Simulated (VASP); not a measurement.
Data:

```xyz
3
Lattice="2.2593 -3.9133 0.0000 2.2593 3.9133 0.0000 0.0000 0.0000 5.9144" Properties=species:S:1:pos:R:3 pbc="T T T"
Te     0.5749     0.9957     3.9429
Te     3.3689     0.0000     0.0000
Te     0.5749    -0.9957     1.9715
```

Method: r2SCAN meta-GGA, VASP's PBE PAW potentials (set 64) (plane waves; VASP). Numerical set-up: 480 eV cut-off, 6×6×4 Γ-centred mesh, Gaussian smearing of 0.050 eV, potentials Te.

**Question.** Predict the energy per atom (σ→0), pressure, largest force.

**Answer.** 
| Quantity | Result |
|---|---|
| energy per atom (σ→0) | -25.408 eV/atom |
| pressure | 1.64 GPa |
| largest force | 0.260 eV/Å |

The absolute energy has meaning only against runs of the same code, potentials and settings.

The compound is Te in the trig structure. This cell was strained or had an atom moved on purpose.
